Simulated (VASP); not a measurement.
# SrB3Pt (Pm-3m) in VASP: settings compared

One crystal, SrB3Pt, is run at these levels: PBE, PBEsol; tasks: relaxation of cell and atoms, relaxation of the atoms.

Everything below comes from runs of VASP 6.6.1. Logs are shortened: lines on timing, memory, paths and dates and some standing lists are left out, and cuts for length are marked.

### 1 Starting point

Symmetry: Pm-3m, No. 221, cubic system. The conventional cell has a = 4.235 Å, b = 4.235 Å, c = 4.235 Å, α = 90.00°, β = 90.00°, γ = 90.00°. Around Sr (site symmetry m-3m) lie 12 B at 2.99 Å. Around B (site symmetry 4/mmm) lie 2 Pt at 2.12 Å. Around Pt (site symmetry m-3m) lie 6 B at 2.12 Å.

The cell was built by a generator and needn't be a form met in nature.

### 2 Relaxation of cell and atoms, PBE

The input, INCAR:

```
SYSTEM = SrB3Pt
PREC = Accurate
ENCUT = 600
EDIFF = 1E-7
ISMEAR = 0
SIGMA = 0.05
LREAL = .FALSE.
LASPH = .TRUE.
NELM = 100
ALGO = Normal
ISIF = 3
LWAVE = .FALSE.
LCHARG = .FALSE.
GGA = PE
IBRION = 2
NSW = 40
EDIFFG = -0.005
```

The input, KPOINTS:

```
Automatic mesh
0
G
  6 6 6
  0 0 0
```

The input, POSCAR:

```
SrB3Pt
1.0
    4.2346900000      0.0000000000      0.0000000000
    0.0000000000      4.2346900000      0.0000000000
    0.0000000000      0.0000000000      4.2346900000
Sr B Pt
1 3 1
Direct
    0.0000000000      0.0000000000      0.0000000000
    0.0000000000      0.5000000000      0.5000000000
    0.5000000000      0.0000000000      0.5000000000
    0.5000000000      0.5000000000      0.0000000000
    0.5000000000      0.5000000000      0.5000000000
```

Potentials or basis: VASP PAW PBE potentials, release 64 (Sr_sv, B, Pt).

Started as:

```bash
cat potpaw_PBE.64/Sr_sv/POTCAR potpaw_PBE.64/B/POTCAR potpaw_PBE.64/Pt/POTCAR > POTCAR
mpirun -np 1 vasp_std > vasp.out
```

OUTCAR:

```text
SYSTEM = SrB3Pt
   PREC = Accurate
   ENCUT = 600
   EDIFF = 1E-7
   ISMEAR = 0
   LREAL = .FALSE.
   LASPH = .TRUE.
   NELM = 100
   ISIF = 3
   GGA = PE
   IBRION = 2
   NSW = 40
   EDIFFG = -0.005

 ion  position               nearest neighbor table
   1  0.000  0.000  0.000-   2 2.99   3 2.99   4 2.99   2 2.99   3 2.99   2 2.99   4 2.99   2 2.99
                             3 2.99   4 2.99   3 2.99   4 2.99   5 3.67   5 3.67   5 3.67   5 3.67
   2  0.000  0.500  0.500-   5 2.12   5 2.12   1 2.99   1 2.99   1 2.99   1 2.99
   3  0.500  0.000  0.500-   5 2.12   5 2.12   1 2.99   1 2.99   1 2.99   1 2.99
   4  0.500  0.500  0.000-   5 2.12   5 2.12   1 2.99   1 2.99   1 2.99   1 2.99
   5  0.500  0.500  0.500-   2 2.12   3 2.12   4 2.12   4 2.12   3 2.12   2 2.12   1 3.67   1 3.67
                             1 3.67   1 3.67   1 3.67   1 3.67   1 3.67   1 3.67

  LATTYP: Found a simple cubic cell.
 ALAT       =     4.2346900000

  Lattice vectors:

 A1 = (   4.2346900000,   0.0000000000,   0.0000000000)
 A2 = (   0.0000000000,   4.2346900000,   0.0000000000)
 A3 = (   0.0000000000,   0.0000000000,   4.2346900000)

Analysis of symmetry for initial positions (statically):
=====================================================================
 Subroutine PRICEL returns:
 Original cell was already a primitive cell.

 Routine SETGRP: Setting up the symmetry group for a
 simple cubic supercell.

 Subroutine GETGRP returns: Found 48 space group operations
 (whereof 48 operations were pure point group operations)
 out of a pool of 48 trial point group operations.

The static configuration has the point symmetry O_h .

Analysis of symmetry for dynamics (positions and initial velocities):
=====================================================================
 Subroutine PRICEL returns:
 Original cell was already a primitive cell.

 Routine SETGRP: Setting up the symmetry group for a
 simple cubic supercell.

 Subroutine GETGRP returns: Found 48 space group operations
 (whereof 48 operations were pure point group operations)
 out of a pool of 48 trial point group operations.

The dynamic configuration has the point symmetry O_h .

 Subroutine INISYM returns: Found 48 space group operations
 (whereof 48 operations are pure point group operations),
 and found     1 'primitive' translations

----------------------------------------------------------------------------------------

                                     Primitive cell

  volume of cell :      75.9390

  direct lattice vectors                    reciprocal lattice vectors
     4.234690000  0.000000000  0.000000000     0.236144795  0.000000000  0.000000000
     0.000000000  4.234690000  0.000000000     0.000000000  0.236144795  0.000000000
     0.000000000  0.000000000  4.234690000     0.000000000  0.000000000  0.236144795

  length of vectors
     4.234690000  4.234690000  4.234690000     0.236144795  0.236144795  0.236144795

  position of ions in fractional coordinates (direct lattice)
     0.000000000  0.000000000  0.000000000
     0.000000000  0.500000000  0.500000000
     0.500000000  0.000000000  0.500000000
     0.500000000  0.500000000  0.000000000
     0.500000000  0.500000000  0.500000000

  ion indices of the primitive-cell ions
   primitive index   ion index
                 1           1
                 2           2
                 3           3
                 4           4
                 5           5

----------------------------------------------------------------------------------------

 KPOINTS: Automatic mesh

Automatic generation of k-mesh.
 Grid dimensions read from file:
 generate k-points for:    6    6    6

 Generating k-lattice:

  Cartesian coordinates                     Fractional coordinates (reciprocal lattice)
     0.039357466  0.000000000  0.000000000     0.166666667  0.000000000  0.000000000
     0.000000000  0.039357466  0.000000000     0.000000000  0.166666667  0.000000000
     0.000000000  0.000000000  0.039357466     0.000000000  0.000000000  0.166666667

  Length of vectors
     0.039357466  0.039357466  0.039357466

  Shift w.r.t. Gamma in fractional coordinates (k-lattice)
     0.000000000  0.000000000  0.000000000

 Subroutine IBZKPT returns following result:
 ===========================================

 Found     20 irreducible k-points:

 Following reciprocal coordinates:
            Coordinates               Weight
  0.000000  0.000000  0.000000      1.000000
  0.166667  0.000000  0.000000      6.000000
  0.333333  0.000000  0.000000      6.000000
  0.500000  0.000000  0.000000      3.000000
  0.166667  0.166667  0.000000     12.000000
  0.333333  0.166667  0.000000     24.000000
[... 12 lines left out ...]
  0.500000  0.500000  0.333333      6.000000
  0.500000  0.500000  0.500000      1.000000
   k-points           NKPTS =     20   k-points in BZ     NKDIM =     20   number of bands    NBANDS=     18
   number of dos      NEDOS =    301   number of ions     NIONS =      5
   total plane-waves  NPLWV =  46656
   dimension x,y,z NGX =    36 NGY =   36 NGZ =   36
   dimension x,y,z NGXF=    72 NGYF=   72 NGZF=   72
   ions per type =               1   3   1
   NGX,Y,Z   is equivalent  to a cutoff of  14.13, 14.13, 14.13 a.u.
   NGXF,Y,Z  is equivalent  to a cutoff of  28.27, 28.27, 28.27 a.u.
 SYSTEM =  SrB3Pt
   PREC   = accura    normal or accurate (medium, high low for compatibility)
   ISTART =      0    job   : 0-new  1-cont  2-samecut
   ICHARG =      2    charge: 1-file 2-atom 10-const
   ISPIN  =      1    spin polarized calculation?
   LNONCOLLINEAR =      F non collinear calculations
   LSORBIT =      F    spin-orbit coupling
   LASPH  =      T    aspherical Exc in radial PAW
   ENCUT  =  600.0 eV  44.10 Ry    6.64 a.u.   8.46  8.46  8.46*2*pi/ulx,y,z
   NELM   =    100;   NELMIN=  2; NELMDL= -5     # of ELM steps
   EDIFF  = 0.1E-06   stopping-criterion for ELM
   LREAL  =      F    real-space projection
   EDIFFG = -.5E-02   stopping-criterion for IOM
   NSW    =     40    number of steps for IOM
   IBRION =      2    ionic relax: 0-MD 1-quasi-New 2-CG
   NFREE  =      1    steps in history (QN), initial steepest desc. (CG)
   ISIF   =      3    stress and relaxation
   ISYM   =      2    0-nonsym 1-usesym 2-fastsym
   POTIM  = 0.5000    time-step for ionic-motion
   TEBEG  =    0.0;   TEEND  =   0.0 temperature during run
   PSTRESS=    0.0 pullay stress
   NELECT =      29.0000    total number of electrons
   NUPDOWN=      -1.0000    fix difference up-down
   EMIN   =  10.00;   EMAX   =-10.00  energy-range for DOS
   EFERMI =   0.00;   METHOD = LEGACY
   ISMEAR =     0;   SIGMA  =   0.05  broadening in eV -4-tet -1-fermi 0-gaus
   EFERMI_NEDOS =   21; number of points for ismear=-14 and -15
   IALGO  =     38    algorithm
   IMIX   =      4    mixing-type and parameters
     AMIX     =   0.40;   BMIX     =  1.00
     AMIX_MAG =   1.60;   BMIX_MAG =  1.00
  volume/ion in A,a.u.               =      15.19       102.49
  Fermi-wavevector in a.u.,A,eV,Ry     =   1.187734  2.244492 19.193904  1.410712
  Thomas-Fermi vector in A             =   2.323879
   LORBIT       =      0    0 simple, 1 ext, 2 COOP (PROOUT), +10 PAW based schemes
   GGA     = PE    functional components
   LHFCALC =     F    Hartree Fock is set to
   AEXX    =    0.0000 exact exchange contribution
   IVDW    =     0    specifies the selected vdW correction
   LEPSILON=     F    determine dielectric tensor
   LRPA    =     F    only Hartree local field effects (RPA)
 conjugate gradient relaxation of ions
 non-spin polarized calculation
 Gauss-broadening in eV      SIGMA  =   0.05
  energy-cutoff  :      600.00
  volume of cell :       75.94
 maximum number of plane-waves:      2560
 NGX is ok and might be reduce to    36
   NGX = 17   NGY = 17   NGZ = 17

--------------------------------------- Ionic step        1  -------------------------------------------

 number of electron      29.0000000 magnetization

 Free energy of the ion-electron system (eV)
  ---------------------------------------------------
  ext. energy  EPLUGINS =         0.00000000
  ---------------------------------------------------
  free energy    TOTEN  =       -24.25927033 eV

  energy without entropy =      -24.25114111  energy(sigma->0) =      -24.25520572

------------------------ aborting loop because EDIFF is reached ----------------------------------------

  FORCE on cell =-STRESS in cart. coord.  units (eV):
  Direction    XX          YY          ZZ          XY          YZ          ZX
  --------------------------------------------------------------------------------------
  -------------------------------------------------------------------------------------
  Total       -0.0395633     -0.0395633     -0.0395633     -0.0000000      0.0000000     -0.0000000
  in kB       -0.8347150     -0.8347150     -0.8347150     -0.0000000      0.0000000     -0.0000000
  external PRESSURE =      -0.8347150 kB  Pullay stress =       0.0000000 kB
[... 63 lines left out ...]
  energy  without entropy=      -24.2511275274  energy(sigma->0) =      -24.25520299

--------------------------------------- Ionic step        3  -------------------------------------------

 number of electron      29.0000000 magnetization

 Free energy of the ion-electron system (eV)
  ---------------------------------------------------
  ext. energy  EPLUGINS =         0.00000000
  ---------------------------------------------------
  free energy    TOTEN  =       -24.25928429 eV

  energy without entropy =      -24.25114171  energy(sigma->0) =      -24.25521300

 E-fermi :   5.8783     XC(G=0): -10.6827

 val. band max:        5.8725853627   @ k =   0.5000   0.3333   0.0000
 cond. band min:       5.8840852537   @ k =   0.3333   0.3333   0.1667
 fundamental gap:      0.0114998910
 Fermi energy:         5.8782704164

 k-point     1 :       0.0000    0.0000    0.0000
  band No.  band energies     occupation
      1     -29.0638      2.00000
      2     -11.1551      2.00000
      3     -11.1551      2.00000
      4     -11.1551      2.00000
      5      -5.4625      2.00000
      6      -2.8983      2.00000
[... 10 lines left out ...]
     17       6.6404      0.00000
     18       6.6404      0.00000
[... 429 lines left out ...]
  FREE ENERGIE OF THE ION-ELECTRON SYSTEM (eV)
  ---------------------------------------------------
  free  energy   TOTEN  =       -24.2592842944 eV

  energy  without entropy=      -24.2511417105  energy(sigma->0) =      -24.25521300

 reached required accuracy - stopping structural energy minimisation
```

Wall time 76 s (1 thread of Intel Xeon Platinum 8375C at 2.90GHz (Ice Lake), shared host); peak memory 0.24 GiB.

What came out:

```yaml
Free_energy: -24.2593 eV
Relaxed_volume: 15.18 Å³/atom
Relaxed_cell: a = 4.234 Å, b = 4.234 Å, c = 4.234 Å, α = 90.00°, β = 90.00°, γ = 90.00°
Space_group_after_relaxing_to_0.05_Å: Pm-3m (No. 221)
Energy_gained_by_relaxing: 0.0 meV/atom
Ionic_steps: 3
Pressure_after_relaxing: 0.0 GPa
Band_gap_on_the_k_mesh: none (metal or under the smearing width)
```

Final structure:
```
Sr B Pt
1.0
     4.23370    0.00000    0.00000
     0.00000    4.23370    0.00000
     0.00000    0.00000    4.23370
Sr B Pt
1 3 1
Direct
  0.00000 0.00000 0.00000
  0.00000 0.50000 0.50000
  0.50000 0.00000 0.50000
  0.50000 0.50000 0.00000
  0.50000 0.50000 0.50000
```

Levels at points of the mesh, in eV from the Fermi level:
```csv
k point,band 10,band 11,band 12,band 13,band 14,band 15,band 16,band 17,band 18
"(0.00, 0.00, 0.00)",-5.17,-3.17,-3.17,-3.17,-0.30,-0.30,0.76,0.76,0.76
"(0.50, 0.00, 0.00)",-5.77,-5.12,-3.04,-3.04,-1.58,-0.02,0.98,1.38,1.38
"(0.50, 0.50, 0.00)",-6.94,-5.92,-5.92,-1.42,-0.89,0.21,0.21,0.82,0.82
"(0.50, 0.50, 0.50)",-7.05,-6.50,-6.50,-6.50,0.22,0.22,0.22,3.23,3.23
```

Spin-orbit coupling is left out, which matters for the levels of Pt.

### 3 Relaxation of the atoms, PBEsol

The input, INCAR:

```
PREC = Accurate ; ENCUT = 520
EDIFF = 1E-6 ; ISMEAR = 0
SIGMA = 0.05 ; LREAL = F
LASPH = T ; NELM = 60
ALGO = Normal ; ISIF = 2
LWAVE = F ; LCHARG = F
GGA = PS ; IBRION = 2
NSW = 60 ; EDIFFG = -0.02
```

The input, KPOINTS:

```
Automatic mesh
0
Gamma
  6 6 6
```

POSCAR is that of step 2.

Potentials or basis: VASP PAW PBE potentials, release 64 (Sr_sv, B, Pt).

Started as:

```bash
cat potpaw_PBE.64/Sr_sv/POTCAR potpaw_PBE.64/B/POTCAR potpaw_PBE.64/Pt/POTCAR > POTCAR
mpirun -np 1 vasp_std > vasp.out
```

Wall time 24 s (1 thread of Intel Xeon Platinum 8375C at 2.90GHz (Ice Lake), shared host); peak memory 0.19 GiB.

It converged, with:

| Item | Value |
| --- | --- |
| Free energy | -26.4222 eV |
| Pressure after relaxing | -3.7 GPa |
| Band gap on the k mesh | none (metal or under the smearing width) |

Final structure:
```yaml
crystal:
  lattice:
    - [4.23469, 0.00000, 0.00000]
    - [0.00000, 4.23469, 0.00000]
    - [0.00000, 0.00000, 4.23469]
  atoms:
    - { symbol: Sr, position: [0.00000, 0.00000, 0.00000] }
    - { symbol: B, position: [0.00000, 0.50000, 0.50000] }
    - { symbol: B, position: [0.50000, 0.00000, 0.50000] }
    - { symbol: B, position: [0.50000, 0.50000, 0.00000] }
    - { symbol: Pt, position: [0.50000, 0.50000, 0.50000] }
```

Levels at points of the mesh, in eV from the Fermi level:
| k point | band 11 | band 12 | band 13 | band 14 | band 15 | band 16 | band 17 | band 18 |
| --- | --- | --- | --- | --- | --- | --- | --- | --- |
| (0.00, 0.00, 0.00) | -3.19 | -3.19 | -3.19 | -0.33 | -0.33 | 0.77 | 0.77 | 0.77 |
| (0.50, 0.00, 0.00) | -5.15 | -3.07 | -3.07 | -1.61 | 0.00 | 1.00 | 1.39 | 1.80 |
| (0.50, 0.50, 0.00) | -5.95 | -5.95 | -1.44 | -0.92 | 0.22 | 0.22 | 0.80 | 0.80 |
| (0.50, 0.50, 0.50) | -6.51 | -6.51 | -6.51 | 0.21 | 0.21 | 0.21 | 3.26 | 3.26 |

Caveat: the relaxation stopped at its first step, so nothing moved; the PAW data sets were made with another functional, which shifts forces and pressure a little. Spin-orbit coupling is left out, which matters for the levels of Pt.

### 4 For comparison

An earlier run on the cell as given: functional PBE; potentials or basis VASP PAW PBE potentials, release 64 (Sr_sv, B, Pt); cutoff 520 eV; k mesh 6 × 6 × 6; occupations fermi-dirac, width 0.05 eV; no spin polarisation.

* Pressure: -0.1 GPa
* Band gap on the k mesh: none (metal or under the smearing width)

### 5 Summary

| task | level | cell | cutoff (eV) | smearing | gap on the mesh (eV) | pressure (GPa) |
| --- | --- | --- | --- | --- | --- | --- |
| relaxation of cell and atoms | PBE | relaxed | 600 | gaussian 0.05 eV | none | 0.0 |
| relaxation of the atoms | PBEsol | atoms relaxed | 520 | gaussian 0.05 eV | none | -3.7 |
| single point | PBE | as given | 520 | fermi-dirac 0.05 eV | none | -0.1 |

Alike in all rows: potentials or basis VASP PAW PBE potentials, release 64 (Sr_sv, B, Pt); no spin polarisation; k mesh 6 × 6 × 6.

Caveats: the relaxation stopped at its first step, so nothing moved (some runs); the PAW data sets were made with another functional, which shifts forces and pressure a little (some runs).

Absolute energies hang on the potentials; compare differences alone.
